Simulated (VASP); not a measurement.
```
CdF2
1.0
    0.00000     2.69927     2.69927
    2.69927     0.00000     2.69927
    2.69927     2.69927     0.00000
Cd F
1 2
Cartesian
  0.00000   2.69927   2.69927
  1.34964   1.34964   1.34964
  4.04891   4.04891   4.04891
```

These are PBEsol GGA with spin-orbit coupling, VASP's PBE PAW potentials (set 64) (plane waves; VASP 6.6.1) values and carry that method's errors. Numerical set-up: 520 eV cut-off, 6×6×6 Γ-centred mesh, Gaussian smearing of 0.050 eV, potentials Cd F.

**Question.** Estimate the energy per atom (σ→0), band gap (over mesh and band path) with the smallest direct gap where there is one.

**Answer.** 
The band gap (over mesh and band path) is 2.88 eV, the smallest direct gap (over mesh and band path) is 3.30 eV and the energy per atom (σ→0) comes out as -3.872 eV/atom.

Total energies compare only between runs with the same potentials, cut-off and functional.

The compound is CdF2 in the fluorite structure. It was relaxed first.
